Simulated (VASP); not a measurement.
## TiSi2: structure and properties in VASP

Aim: relax TiSi2, then compute properties on the relaxed cell. The steps: full relaxation (PBEsol), second relaxation, single point with fields (PBEsol), bands along the symmetry lines (PBEsol), density of states (PBEsol), independent-particle dielectric function (PBEsol), volume scan with PBEsol, fit for PBEsol and band structure (PBEsol), changed input. The start is a cell from a database of measured crystal structures.

Main program and level: VASP 6.6.1; PBEsol; plane waves and PAW (Ti_sv, Si).

### 1. Starting point

Before any relaxation, the start is as follows. It takes space group Fddd (No. 70, orthorhombic). The conventional cell has a = 4.800 Å, b = 8.268 Å, c = 8.552 Å, α = 90.00°, β = 90.00°, γ = 90.00°. Nearest to Ti lie 10 Si at 2.55 to 2.78 Å. Si has 5 Si at 2.53 to 2.80 Å and 5 Ti at 2.55 to 2.78 Å nearest. Farther neighbours are not listed.

As a file:

```cif
data_structure
_symmetry_space_group_name_H-M 'Fddd:1'
_symmetry_Int_Tables_number 70
_cell_length_a 4.8002
_cell_length_b 8.2680
_cell_length_c 8.5521
_cell_angle_alpha 90.000
_cell_angle_beta 90.000
_cell_angle_gamma 90.000
_cell_volume 339.42
loop_
_atom_site_label
_atom_site_type_symbol
_atom_site_symmetry_multiplicity
_atom_site_Wyckoff_symbol
_atom_site_fract_x
_atom_site_fract_y
_atom_site_fract_z
_atom_site_occupancy
Ti1 Ti 8 b 0.75000 0.25000 0.25000 1
Si1 Si 16 f 0.75000 0.58672 0.25000 1
```

### 2. Full relaxation (PBEsol)

The start need not lie at this functional's minimum. ISIF = 3 frees volume, shape and positions, and EDIFFG sets the threshold on forces and stress at which the search stops. PBEsol restores the gradient expansion of exchange and is tuned for the cells of solids.

The input, INCAR:

```
SYSTEM = TiSi2
PREC = Accurate
ENCUT = 400
EDIFF = 1E-06
NELM = 100
ISMEAR = 0
SIGMA = 0.05
LREAL = .FALSE.
ALGO = Normal
GGA = PS
NBANDS = 26
LASPH = .TRUE.
LORBIT = 11
LWAVE = .FALSE.
LCHARG = .FALSE.
KPAR = 4
IBRION = 2
NSW = 60
ISIF = 3
EDIFFG = -0.01
```

The input, POSCAR:

```
TiSi2
1.0
    0.0000000000      4.1340000000      4.2760500000
    2.4001000000      0.0000000000      4.2760500000
    2.4001000000      4.1340000000      0.0000000000
Ti Si
2 4
Direct
    0.7500000000      0.7500000000      0.7500000000
    0.5000000000      0.5000000000      0.5000000000
    0.0867200000      0.4132800000      0.0867200000
    0.4132800000      0.0867200000      0.4132800000
    0.1632800000      0.8367200000      0.1632800000
    0.8367200000      0.1632800000      0.8367200000
```

The input, KPOINTS:

```
Automatic mesh
0
Gamma
7 7 7
0 0 0
```

The projector-augmented-wave data sets are Ti_sv and Si (PBE family, release 64).

Command:

```bash
$ mpirun -np 4 vasp_std
```

What it wrote:

```text
[banner, memory and clock lines left out]
running    4 mpi-ranks, on    1 nodes
 distrk:  each k-point on    1 cores,    4 groups
 distr:  one band on    1 cores,    1 groups

 POSCAR found type information on POSCAR TiSi
 POSCAR found :  2 types and       6 ions
|                                                                             |
|               ----> ADVICE to this user running VASP <----                  |
|                                                                             |
|     You enforced a specific xc type in the INCAR file but a different       |
|     [... a line on the potential file left out ...]
|     I HOPE YOU KNOW WHAT YOU ARE DOING!                                     |
|                                                                             |

 LDA part: xc-table for (Slater+PW92), standard interpolation
 POSCAR, INCAR and KPOINTS ok, starting setup
 FFT: planning ... GRIDC
 FFT: planning ... GRID_SOFT
 FFT: planning ... GRID
 WAVECAR not read
 entering main loop
       N       E                     dE             d eps       ncg     rms          rms(c)
DAV:   1     0.340892039296E+03    0.34089E+03   -0.16549E+04  3328   0.136E+03
DAV:   2    -0.323826924981E+01   -0.34413E+03   -0.33809E+03  3376   0.416E+02
DAV:   3    -0.445298111041E+02   -0.41292E+02   -0.40662E+02  5958   0.121E+02
DAV:   4    -0.472905357060E+02   -0.27607E+01   -0.27527E+01  4496   0.290E+01
DAV:   5    -0.474686272126E+02   -0.17809E+00   -0.17806E+00  5316   0.643E+00    0.189E+01
DAV:   6    -0.443631074536E+02    0.31055E+01   -0.41124E+01  4752   0.459E+01    0.701E+00
DAV:   7    -0.437321847327E+02    0.63092E+00   -0.82918E+00  4532   0.205E+01    0.510E+00
DAV:   8    -0.436488251636E+02    0.83360E-01   -0.87695E-01  4632   0.732E+00    0.113E+00
DAV:   9    -0.436378392293E+02    0.10986E-01   -0.14939E-01  4796   0.321E+00    0.493E-01
DAV:  10    -0.436381773875E+02   -0.33816E-03   -0.45882E-03  4388   0.540E-01    0.189E-01
DAV:  11    -0.436381034518E+02    0.73936E-04   -0.34344E-03  5368   0.429E-01    0.124E-01
DAV:  12    -0.436380429676E+02    0.60484E-04   -0.85723E-04  4778   0.223E-01    0.149E-02
DAV:  13    -0.436380406084E+02    0.23593E-05   -0.44634E-05  4664   0.588E-02    0.144E-02
DAV:  14    -0.436380396811E+02    0.92729E-06   -0.25140E-06  3614   0.130E-02
   1 F= -.43638040E+02 E0= -.43636436E+02  d E =-.436380E+02
 curvature:   0.00 expect dE= 0.000E+00 dE for cont linesearch  0.000E+00
 trial: gam= 0.00000 g(F)=  0.165E-04 g(S)=  0.953E-01 ort = 0.000E+00 (trialstep = 0.100E+01)
 search vector abs. value=  0.953E-01
 bond charge predicted
       N       E                     dE             d eps       ncg     rms          rms(c)
DAV:   1    -0.444699827927E+02   -0.83194E+00   -0.19768E+01  5106   0.483E+01    0.805E+00
DAV:   2    -0.438197344573E+02    0.65025E+00   -0.81565E+00  5010   0.242E+01    0.238E+00
DAV:   3    -0.436546155120E+02    0.16512E+00   -0.11798E+00  4568   0.748E+00    0.134E+00
DAV:   4    -0.436359784849E+02    0.18637E-01   -0.23678E-01  5168   0.336E+00    0.610E-01
DAV:   5    -0.436412884841E+02   -0.53100E-02   -0.21461E-02  4576   0.113E+00    0.300E-01
DAV:   6    -0.436477454142E+02   -0.64569E-02   -0.11107E-02  5350   0.412E-01    0.135E-01
DAV:   7    -0.436483284395E+02   -0.58303E-03   -0.26864E-03  5378   0.264E-01    0.467E-02
DAV:   8    -0.436483485587E+02   -0.20119E-04   -0.14158E-04  4558   0.640E-02    0.197E-02
DAV:   9    -0.436483548518E+02   -0.62930E-05   -0.36034E-05  4752   0.410E-02    0.878E-03
DAV:  10    -0.436483558371E+02   -0.98535E-06   -0.39774E-06  3922   0.158E-02
   2 F= -.43648356E+02 E0= -.43646682E+02  d E =-.103162E-01
[...]
3 F= -.43665564E+02 E0= -.43663916E+02  d E =-.275245E-01
[...]
4 F= -.43666343E+02 E0= -.43664623E+02  d E =-.778930E-03
[...]
5 F= -.43666529E+02 E0= -.43664836E+02  d E =-.964500E-03
[...]
6 F= -.43666528E+02 E0= -.43664837E+02  d E =-.964276E-03
[...]
7 F= -.43666278E+02 E0= -.43664611E+02  d E =-.713612E-03
[...]
8 F= -.43666527E+02 E0= -.43664837E+02  d E =-.963087E-03
 curvature:  -0.00 expect dE=-0.238E-08 dE for cont linesearch -0.495E-09
 ZBRENT: accuracy reached
 trial: gam=-0.03883 g(F)=  0.258E-04 g(S)=  0.498E-05 ort = 0.141E-03 (trialstep = 0.852E+00)
 search vector abs. value=  0.245E-04
 bond charge predicted
       N       E                     dE             d eps       ncg     rms          rms(c)
DAV:   1    -0.436665562871E+02   -0.28374E-04   -0.47387E-04  4562   0.193E-01    0.290E-02
DAV:   2    -0.436665481355E+02    0.81516E-05   -0.14941E-04  4844   0.100E-01    0.106E-02
DAV:   3    -0.436665451129E+02    0.30226E-05   -0.20898E-05  4176   0.318E-02    0.484E-03
DAV:   4    -0.436665443630E+02    0.74984E-06   -0.24952E-06  3236   0.109E-02
   9 F= -.43666544E+02 E0= -.43664853E+02  d E =-.170616E-04
 trial-energy change:   -0.000017  1 .order   -0.000018   -0.000022   -0.000014
 step:   2.3259(harm=  2.3259)  dis= 0.00122  next Energy=   -43.666557 (dE=-0.294E-04)
 reached required accuracy - stopping structural energy minimisation
```

It took 72 s on 4 MPI ranks of Intel Xeon 6975P-C (Granite Rapids), shared host; peak memory 1 GiB; 4.2 min of CPU time.

The logs omit lines about the potential files and the build; timing stands in the text.

Parts of OUTCAR (step 2):

```text
ion  position               nearest neighbor table
   1  0.750  0.750  0.750-   6 2.55   5 2.55   6 2.55   5 2.55   4 2.75   4 2.75   3 2.75   3 2.75
                             3 2.78   4 2.78
   2  0.500  0.500  0.500-   3 2.55   4 2.55   3 2.55   4 2.55   5 2.75   5 2.75   6 2.75   6 2.75
                             5 2.78   6 2.78
   3  0.087  0.413  0.087-   5 2.53   5 2.53   2 2.55   2 2.55   4 2.70   1 2.75   1 2.75   1 2.78
                             4 2.80   4 2.80
   4  0.413  0.087  0.413-   6 2.53   6 2.53   2 2.55   2 2.55   3 2.70   1 2.75   1 2.75   1 2.78
                             3 2.80   3 2.80
   5  0.163  0.837  0.163-   3 2.53   3 2.53   1 2.55   1 2.55   6 2.70   2 2.75   2 2.75   2 2.78
                             6 2.80   6 2.80
   6  0.837  0.163  0.837-   4 2.53   4 2.53   1 2.55   1 2.55   5 2.70   2 2.75   2 2.75   2 2.78
                             5 2.80   5 2.80

  LATTYP: Found a face centered orthorhombic cell.
 ALAT       =     4.8002000000
 B/A-ratio  =     1.7224282322
 C/A-ratio  =     1.7816132661

 Subroutine GETGRP returns: Found  8 space group operations
 (whereof  4 operations were pure point group operations)

The static configuration has the point symmetry D_2 .
 The point group associated with its full space group is D_2h.

 Found     64 irreducible k-points:

   k-points           NKPTS =     64   k-points in BZ     NKDIM =     64   number of bands    NBANDS=     26

   dimension x,y,z NGX =    40 NGY =   32 NGZ =   32
   dimension x,y,z NGXF=    80 NGYF=   64 NGZF=   64

   ENCUT  =  400.0 eV  29.40 Ry    5.42 a.u.   9.70  8.00  7.80*2*pi/ulx,y,z

   NELECT =      40.0000    total number of electrons

 k-points in reciprocal lattice and weights: Automatic mesh
   0.00000000  0.00000000  0.00000000       0.003
   0.14285714  0.00000000 -0.00000000       0.023
   0.28571429  0.00000000 -0.00000000       0.023
   0.42857143 -0.00000000  0.00000000       0.023
   0.14285714  0.14285714  0.00000000       0.006
   0.28571429  0.14285714 -0.00000000       0.023
   0.42857143  0.14285714  0.00000000       0.023
  -0.42857143  0.14285714  0.00000000       0.023
  -0.28571429  0.14285714  0.00000000       0.023
[...]
0.00000000  0.42857143  0.42857143       0.006
  -0.14285714  0.42857143  0.42857143       0.012

 average (electrostatic) potential at core
       1 -69.6331       2 -69.6331       3 -78.6088       4 -78.6088       5 -78.6088
       6 -78.6088

 E-fermi :  10.2829

 k-point     1 :       0.0000    0.0000    0.0000
  band No.  band energies     occupation
    ...
     17       7.9740      2.00000
     18       8.2682      2.00000
     19       8.5218      2.00000
     20       8.9316      2.00000
     21       9.3518      2.00000
     22      12.3751      0.00000
     23      13.4675      0.00000
     24      13.7253      0.00000
     25      13.7549      0.00000
     26      13.8449      0.00000

 k-point     2 :       0.1429    0.0000   -0.0000
  band No.  band energies     occupation
    ...
     17       8.1056      2.00000
     18       8.2555      2.00000
     19       9.0003      2.00000
     20       9.0992      2.00000
     21       9.3414      2.00000
     22      12.1629      0.00000
     23      13.3122      0.00000
     24      13.3732      0.00000
     25      13.5617      0.00000
     26      13.7176      0.00000

 k-point     3 :       0.2857    0.0000   -0.0000
  band No.  band energies     occupation
    ...
     17       8.5356      2.00000
     18       8.9534      2.00000
     19       9.2049      2.00000
     20       9.5254      2.00000
     21      10.1367      1.99996
     22      11.6347      0.00000
     23      12.8589      0.00000
     24      12.9532      0.00000
     25      13.1729      0.00000
     26      13.2114      0.00000

  Total       -0.0030806     -0.0176016      0.0055073      0.0000000      0.0000000      0.0000000
  in kB       -0.0597249     -0.3412525      0.1067738      0.0000000      0.0000000      0.0000000
  external PRESSURE =      -0.0980679 kB  Pullay stress =       0.0000000 kB

  energy-cutoff  :      400.00
  volume of cell :       82.64
      direct lattice vectors                 reciprocal lattice vectors
     0.000000000  4.079214491  4.255266124    -0.210046460  0.122572618  0.117501464
     2.380425740  0.000000000  4.255266124     0.210046460 -0.122572618  0.117501464
     2.380425740  4.079214491  0.000000000     0.210046460  0.122572618 -0.117501464

 POSITION                                       TOTAL-FORCE (eV/Angst)
 -----------------------------------------------------------------------------------
      3.57064      6.11882      6.38290         0.000000      0.000000      0.000000
      2.38043      4.07921      4.25527        -0.000000      0.000000     -0.000000
      1.19021      0.70627      2.12763         0.000000     -0.008344      0.000000
      1.19021      3.37294      2.12763         0.000000      0.008344      0.000000
      2.38043      1.33333      4.25527         0.000000      0.008344      0.000000
      2.38043      6.82510      4.25527         0.000000     -0.008344      0.000000
 -----------------------------------------------------------------------------------
    total drift:                               -0.000000     -0.000000      0.000000

  FREE ENERGIE OF THE ION-ELECTRON SYSTEM (eV)
  ---------------------------------------------------
  free  energy   TOTEN  =       -43.6665443630 eV

  energy  without entropy=      -43.6631608501  energy(sigma->0) =      -43.66485261

 reached required accuracy - stopping structural energy minimisation

 total charge
# of ion       s       p       d       tot
------------------------------------------
    1        2.177   6.174   2.088  10.439
    2        2.177   6.174   2.088  10.439
    3        0.769   0.869   0.000   1.638
    4        0.769   0.869   0.000   1.638
    5        0.769   0.869   0.000   1.638
    6        0.769   0.869   0.000   1.638
--------------------------------------------------
tot          7.431  15.823   4.176  27.431

[... 3 further parts left out ...]
```

The PAW data sets were made with PBE, which is usual practice but a small mismatch for other functionals. The run keeps the 8 symmetry operations of its start, so it cannot find a distortion of lower symmetry.

Step by step:

```
step  energy less that of the first step (eV)  largest force (eV/Å)  pressure (GPa)  volume (Å³)
   1                                   0.0000                0.0093           -3.68        84.85
   2                                  -0.0103                0.0257            3.42        80.92
   3                                  -0.0275                0.0179            0.11        82.62
   4                                  -0.0283                0.0084           -0.04        82.63
   5                                  -0.0285                0.0113            0.00        82.63
   6                                  -0.0285                0.0114            0.01        82.63
   7                                  -0.0282                0.0146            0.07        82.62
   8                                  -0.0285                0.0116            0.02        82.63
   9                                  -0.0285                0.0083           -0.01        82.64
```

```csv
"conventional cell, symmetrised",before,after,change
a (Å),4.800,4.761,-0.8 %
b (Å),8.268,8.158,-1.3 %
c (Å),8.552,8.511,-0.5 %
volume (Å³/atom),14.14,13.77,-2.6 %
```

The relaxed structure:

```
Ti Si
1.0
     0.00000    4.07921    4.25527
     2.38043    0.00000    4.25527
     2.38043    4.07921    0.00000
Ti Si
2 4
Cartesian
  3.5706 6.1188 6.3829
  2.3804 4.0792 4.2553
  1.1902 0.7063 2.1276
  1.1902 3.3729 2.1276
  2.3804 1.3333 4.2553
  2.3804 6.8251 4.2553
```

Numbers from this step:

| Quantity | Value |
| --- | --- |
| electrons | 40 |
| bands | 26 |
| irreducible k-points | 64 |
| symmetry operations | 8 |
| free energy (TOTEN) | -43.67 eV |
| energy at zero smearing | -43.66 eV |
| Fermi energy | 10.28 eV |
| pressure | -0.009807 GPa |
| metallic | yes |
| SCF cycles over all ionic steps | 61 |

It ends with a largest force of 0.008 eV/Å and a pressure of -0.01 GPa. The volume lies -2.6 % from that of the database's start, which holds the thermal and zero-point expansion of its experiment.

[end of part 1 of 5]

[Lines on the potential files, build, host, timing and source positions are cut from VASP's logs without a mark.]

[Logs are printed without paths, hosts, clocks, repeated set-up lines and the standing remarks that a program may print on its own settings, such as how far it seeks lower states.]

[Hosts, paths, dates, database ids (printed as entryN), source tags and the programs' standing remarks are cut or masked in the printed files.]

[A measured line is paired with the nearest computed mode of its activity, which favours agreement.]
